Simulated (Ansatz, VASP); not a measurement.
# Cross-check of Ni9S (Ni(110)-(2x1)-S added row) between VASP and Ansatz

One calculation is typed for both programs; each brings its own data sets. How far apart do they land? Of the first pair: The structure shown is the start of the Ansatz relaxation below; VASP solves that cell, so the two are compared at the walk's first step.

Main program and level: Ansatz 0.2.0; plane waves, with VASP 6.6.1 beside it; single point at LDA.

### Step 1. Starting point

The cell holds 10 atoms: 9 Ni and 1 S. Its edges and angles: a = 3.520 Å, b = 4.978 Å, c = 22.878 Å, α = 90.0°, β = 90.0°, γ = 90.0°. Vacuum lies along c.

### Step 2. Ansatz: relaxation, LDA

Ansatz runs on its default PAW (the set named soft_2) files.

The two programs are compared at the cell with which this relaxation starts, whose forces are those of its first step.

Input file input.yaml:

```yaml
crystal:
  lattice:
    - [3.52, 0.0, 0.0]
    - [0.0, 4.9780317396, 0.0]
    - [0.0, 0.0, 22.8780317396]
  atoms:
    - { symbol: Ni, position: [0.0, 0.0, 0.371535458], spin: 0.7 }
    - { symbol: Ni, position: [0.0, 0.5, 0.371535458], spin: 0.7 }
    - { symbol: Ni, position: [0.5, 0.25, 0.4259329669], spin: 0.7 }
    - { symbol: Ni, position: [0.5, 0.75, 0.4259329669], spin: 0.7 }
    - { symbol: Ni, position: [0.0, 0.0, 0.4803304758], spin: 0.7 }
    - { symbol: Ni, position: [0.0, 0.5, 0.4803304758], spin: 0.7 }
    - { symbol: Ni, position: [0.5, 0.25, 0.5347279846], spin: 0.7 }
    - { symbol: Ni, position: [0.5, 0.75, 0.5347279846], spin: 0.7 }
    - { symbol: Ni, position: [0.0, 0.0, 0.5891254935], spin: 0.7 }
    - { symbol: S, position: [0.5, 0.0, 0.628464542] }
magnetization:
  spin_polarized: true
kpoints:
  mp_grid: { grid: [8, 6, 1] }
hamiltonian:
  xc: lda
scf:
  occupations: { method: fermi_dirac, width: 0.1 }
  convergence: { dr2_threshold: 1.0e-08 }
efield:
  axis: 3
  dipole_correction: true
  ramp_position: 0.97
  ramp_width: 0.06
relax:
  f_tol: 0.015
  max_steps: 90
  constraints: [{ sites: [0, 1, 2, 3] }]
output:
  write_potential: true
  write_density: true
  volumetric_format: npy
```

Run with:

```sh
> ansatz run input.yaml --threads 4 --pin off --max-ram 6144MiB --backend cpu --events-out ev --progress --plain --runs-dir out
```

Numbers of over 12 decimals in the logs are rounded to 6 here.

The log of the run:

```text
Engine: ansatz 0.2.0, aarch64-unknown-linux-gnu
Pseudopotentials: kind: paw
Pseudopotential: Ni, paw, valence charge 18, recommended cutoff 420 eV (normal), Ni.paw.azcp
Pseudopotential: S, paw, valence charge 6, recommended cutoff 420 eV (normal), S.paw.azcp
Functional definition: SPW92
  exchange = slater_x
  correlation = pw_c
Crystal: 10 atoms, lattice volume = 400.884 Å³
Basis set: ecut = 420 eV, 7839 PW (Γ)
Bands: 105, of which v1, the nominal top of the filled ones, is band 84 counted from 1 (83 counted from 0)
Symmetry: 4 space group operations
k-points: 20 of 48
Non-local potential: Ni, projectors of the file, l = 0: 3, l = 1: 2, l = 2: 3, l = 3: 1
Non-local potential: S, projectors of the file, l = 0: 2, l = 1: 2, l = 2: 2
PAW form: soft (Blöchl's): semilocal exchange-correlation on the pseudo side does not see the compensation charge
PAW frozen core: Ni, regenerated for the run's functional, and the local potential with it (the file was generated under x = pbe(κ = 0.804, μ = 0.219515), c = pbe(β = 0.066725))
PAW frozen core: S, regenerated for the run's functional, and the local potential with it (the file was generated under x = pbe(κ = 0.804, μ = 0.219515), c = pbe(β = 0.066725))
PAW one-centre angular grid: Ni, 590 points (default); XC on 64 Gauss nodes
PAW one-centre angular grid: S, 110 points (default); XC on 64 Gauss nodes
Initial density: superposition of atomic densities (neutral atoms: chi_scale 0, normalization atom)
Starting moments: Σ|m| = 6.3 μB on 9 of 10 sites
Initial wavefunctions: pseudopotential atomic-orbital guess
Functional: x = slater, c = lda
SCF iter   1: F=—  HF=-52815.955324 eV  |F-HF|=—  |Δ(HF+E_count)|=         —  Δρ=2.34e-2 (↑1.83e-2 ↓2.34e-2)  dr2=1.26e1  dr2_m=3.89e-1  M=6.357 μB ∫|m|=6.610 μB  β_m=1.00  ethr=3.10e-3  p=0.000 e·Å  D=1.68e-6 V/Å  ΔV_dip=-0.00 eV  dr2_dipole=2.96e-1  V_vac-E_F(+/−)=7.20/7.20 eV  ⟨swp⟩=10.9  Hψ=22362  notcnv=0  defer=150
Mixer restart at iter 1: flushing history
efield: sawtooth ramp at fractional position 0.9700 (set: `efield.ramp_position`, or a place that a band, a saddle search or an elastic batch's reference lends), width 0.0600; the density the first Hamiltonian is built on has a dipole p = 0.000 e·Å; the dipole correction subtracts the counter field D = 1.68e-6 V/Å, which shifts the + side's vacuum level by -0.00 eV against the − side's; the planar-averaged density in the ramp window peaks in size at 7.7e-6 e/Å³
preconditioner: auto → LDOS  [metal: Δε(μ)=0.016 eV  Ē_g=7.070 eV  σ=0.100 eV  W_gap=0.04  n_scr=96 (ndim 8)  ℏωp=18.2 eV  f_vac=0.636  D(μ)=18.73/eV (n_scr^D=166)]
spin=Collinear: LDOS preconditioning applied to the charge; magnetization (m = ρ↑ − ρ↓) channel mixes plain (no charge-response kernel on spin).
SCF iter   2: F=—  HF=-52816.879255 eV  |F-HF|=—  |Δ(HF+E_count)|=   9.24e-1  Δρ=1.45e-2 (↑1.45e-2 ↓1.24e-2)  dr2=3.21e0  dr2_m=1.27e-2  M=6.290 μB ∫|m|=6.723 μB  β_m=0.32  ethr=3.10e-3  p=-0.001 e·Å  D=-6.03e-4 V/Å  ΔV_dip=0.01 eV  dr2_dipole=4.91e-2  V_vac-E_F(+/−)=6.31/6.29 eV  ⟨swp⟩=3.2  Hψ=7272  notcnv=0  defer=281
density mixer auto → msr1: a metal under ldos (density of states about μ 3.39 of a free-electron gas's, 96 screened modes)
SCF iter   3: F=—  HF=-52820.732559 eV  |F-HF|=—  |Δ(HF+E_count)|=    3.85e0  Δρ=6.35e-3 (↑6.35e-3 ↓5.06e-3)  dr2=5.46e-1  dr2_m=1.54e-2  M=6.306 μB ∫|m|=6.757 μB  β_m=0.42  ethr=1.91e-3  p=-0.008 e·Å  D=-3.51e-3 V/Å  ΔV_dip=0.08 eV  dr2_dipole=5.75e-3  V_vac-E_F(+/−)=5.83/5.75 eV  ⟨swp⟩=2.7  Hψ=6856  notcnv=0  defer=306
SCF iter   4: F=—  HF=-52824.006679 eV  |F-HF|=—  |Δ(HF+E_count)|=    3.27e0  Δρ=5.12e-3 (↑4.19e-3 ↓5.12e-3)  dr2=2.18e-1  dr2_m=2.33e-2  M=6.184 μB ∫|m|=6.703 μB  β_m=0.71  ethr=3.25e-4  p=-0.014 e·Å  D=-6.25e-3 V/Å  ΔV_dip=0.14 eV  dr2_dipole=1.75e-2  V_vac-E_F(+/−)=5.41/5.26 eV  ⟨swp⟩=2.8  Hψ=6938  notcnv=0  defer=309
SCF iter   5: F=—  HF=-52825.207383 eV  |F-HF|=—  |Δ(HF+E_count)|=         —  Δρ=8.51e-3 (↑6.55e-3 ↓8.51e-3)  dr2=7.93e-2  dr2_m=1.83e-1  M=5.463 μB ∫|m|=5.987 μB  β_m=0.71  ethr=1.30e-4  p=-0.038 e·Å  D=-1.72e-2 V/Å  ΔV_dip=0.39 eV  dr2_dipole=1.39e-3  V_vac-E_F(+/−)=5.42/5.03 eV  ⟨swp⟩=2.5  Hψ=8611  notcnv=0  defer=326
SCF iter   6: F=—  HF=-52825.218569 eV  |F-HF|=—  |Δ(HF+E_count)|=   1.12e-2  Δρ=4.52e-3 (↑2.94e-3 ↓4.52e-3)  dr2=3.25e-2  dr2_m=4.14e-2  M=5.267 μB ∫|m|=5.768 μB  β_m=0.86  ethr=4.72e-5  p=-0.039 e·Å  D=-1.75e-2 V/Å  ΔV_dip=0.40 eV  dr2_dipole=7.14e-4  V_vac-E_F(+/−)=5.41/5.01 eV  ⟨swp⟩=2.1  Hψ=7130  notcnv=0  defer=333
SCF iter   7: F=—  HF=-52825.241617 eV  |F-HF|=—  |Δ(HF+E_count)|=   2.30e-2  Δρ=4.93e-3 (↑2.42e-3 ↓4.93e-3)  dr2=1.19e-1  dr2_m=8.43e-3  M=5.264 μB ∫|m|=5.747 μB  β_m=0.68  ethr=1.93e-5  p=-0.048 e·Å  D=-2.18e-2 V/Å  ΔV_dip=0.50 eV  dr2_dipole=1.04e-3  V_vac-E_F(+/−)=5.40/4.90 eV  ⟨swp⟩=2.8  Hψ=8641  notcnv=0  defer=331
[...]
SCF converged after 13 iterations
Magnetization: 4.5604 μB (86.2802 up, 81.7198 down)
Absolute magnetization: 4.9871 μB (∫|ρ↑−ρ↓|, with the PAW one-centre terms)
Spin contamination: 0.0799 ħ² per cell (⟨S²⟩ above its minimum at these occupations)
Per-site moments (μB) at R_I (Å): [(0.702490, 0.944263), (0.763128, 0.999439), (0.603047, 0.980278), (0.603047, 0.980278), (0.589922, 0.933631), (0.606991, 0.999439), (0.352172, 0.939683), (0.352172, 0.939683), (0.099128, 0.824386), (0.015183, 0.824386)]
Free energy (F): -52825.683731 eV
Harris-Foulkes:  -52825.683731 eV  (|F-HF|=3.76e-9)
Internal energy: -52825.120408 eV  (E = F + TS)
E sigma→0 (E₀):  -52825.402069 eV
Entropy (-TS):   -0.563323 eV (-56.332 meV/atom)
Fermi energy:    1.085244 eV
Dipole field:    D = -0.017854 V/Å  (p = -0.039555 e·Å, saw-weighted, corrected)
Work function:   Φ+ = 5.2355 eV   Φ− = 4.8270 eV
Levels:          The Fermi level and band energies are counted from a zero that moves with the ramp; work functions are not
--- Per-component energies (eV) ---
  E_band       = -5311.604614
  E_kinetic    = 2658.654469
  E_local      = -346160.610442  (includes V_loc(G=0)·N_el)
  E_nonlocal   = 5792.801356
  E_hartree    = 169110.446197
  E_xc         = -852.420423
  E_vxc        = -1066.556855  (∫ρ·V_xc dr)
  E_paw        = -14647.556944  (= ΣΔE_a)
  E_vpaw       = -4754.679616  (= ΣTr[D̂ρ^β])
  E_aug_tail   = 0.004026  (compensation charges beyond the density's cutoff)
  E_efield     = 0.000353  (sawtooth field / dipole correction)
  E_vefield    = -2.121397  (∫n·V_field dr)
  E_ewald      = 131269.500719
  E_core_change = 4.060282  (= ΣΔE_core)
  E_smearing   = -0.563323  (= −TS)
  E_closure    = 0.000000  (closes the sum)
  Σ components = -52825.683731   (vs F -52825.683731, Δ=0.00e0)
--- Forces (eV/Å), atoms counted from 1 ---
  atom   1  Ni     0.00000000     0.00000000     0.58251172
  atom   2  Ni     0.00000000     0.00000000     1.14797946
  atom   3  Ni     0.00000000     0.18112204    -0.87304059
  atom   4  Ni     0.00000000    -0.18112204    -0.87304059
  atom   5  Ni     0.00000000     0.00000000     0.00739377
  atom   6  Ni     0.00000000     0.00000000    -0.00045307
  atom   7  Ni     0.00000000    -0.01484675     0.00315792
  atom   8  Ni     0.00000000     0.01484675     0.00315792
  atom   9  Ni     0.00000000     0.00000000     0.00121223
  atom  10  S      0.00000000     0.00000000     0.00080647
  max |Σ_I F_I| component: 3.15e-4 eV/Å
--- Band table (eV; the first three rows and the last of 40) ---
  k-point 0 ↑: bands = [... 80 lower, 0.5282, 0.5430, 0.6766, 0.7981, 0.9213, 1.0165, 1.8053, 2.1550, ... 17 higher]
  k-point 1 ↑: bands = [... 80 lower, 0.5116, 0.5320, 0.6205, 0.7440, 0.7711, 0.9926, 1.1966, 1.9567, ... 17 higher]
  k-point 2 ↑: bands = [... 80 lower, 0.3896, 0.4642, 0.5213, 0.5653, 0.6227, 0.7724, 0.8696, 1.6254, ... 17 higher]
  k-point 19 ↓: bands = [... 80 lower, 0.8316, 0.9782, 0.9888, 1.0860, 1.3750, 1.4263, 1.6542, 1.6776, ... 17 higher]
--- Relaxed structure (5 steps of the walk, 5 accepted, 0 SCFs on fresh bases) ---
  F+E_penalty+E_count = -52825.68373072 eV   max|allowed force component| = 1.485e-2 eV/Å
  atoms:
    - { symbol: Ni, position: [0.0, 0.0, 0.371535458] }
    - { symbol: Ni, position: [0.0, 0.5, 0.371535458] }
    - { symbol: Ni, position: [0.5, 0.25, 0.4259329669] }
    - { symbol: Ni, position: [0.5, 0.750000, 0.4259329669] }
    - { symbol: Ni, position: [0.0, 0.0, 0.471593] }
    - { symbol: Ni, position: [0.0, 0.5, 0.477440] }
    - { symbol: Ni, position: [0.5, 0.258795, 0.529789] }
    - { symbol: Ni, position: [0.5, 0.741205, 0.529789] }
    - { symbol: Ni, position: [0.0, 0.0, 0.570524] }
    - { symbol: S, position: [0.5, 0.0, 0.611909] }
```

(Part 1 of 3 ends here.)

[Lines on the potential files, build, host, timing and source positions are cut from VASP's logs without a mark.]

[Logs are printed without paths, hosts, clocks, repeated set-up lines and the standing remarks that a program may print on its own settings, such as how far it seeks lower states.]

[Hosts, paths, dates, database ids (printed as entryN), source tags and the programs' standing remarks are cut or masked in the printed files.]
